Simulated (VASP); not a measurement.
Given:

```
CELL_PARAMETERS angstrom
     -1.57500     1.57500     1.57500
      1.57500    -1.57500     1.57500
      1.57500     1.57500    -1.57500
ATOMIC_POSITIONS crystal
  Mo 0.00000 0.00000 0.00000
```
Cell charge +0.5.

Computed with PBE GGA, VASP's PBE PAW potentials (set 64) (plane waves; VASP). Settings: NELECT = 13.5, 400 eV cut-off, 15×15×15 Γ-centred mesh, Gaussian smearing of 0.050 eV, potentials Mo_sv.

The cell is charged, with a uniform compensating background.

Predict the energy per atom (σ→0), pressure, band gap (on the k-mesh) with the smallest direct gap where there is one.

```json
{
 "band gap (on the k-mesh)": "none (metal, semimetal or under 0.01 eV)",
 "energy per atom (σ→0)": "-17.046 eV/atom",
 "pressure": "-801.0 kbar"
}
```

Only differences to runs with the same potentials and settings are physical.

The compound is Mo in the bcc structure. The cell was not relaxed at this level. The run is one of a series of settings (ISMEAR = 0, NELECT = 13.5, SIGMA = 0.05 against the base run), some of them coarse on purpose.
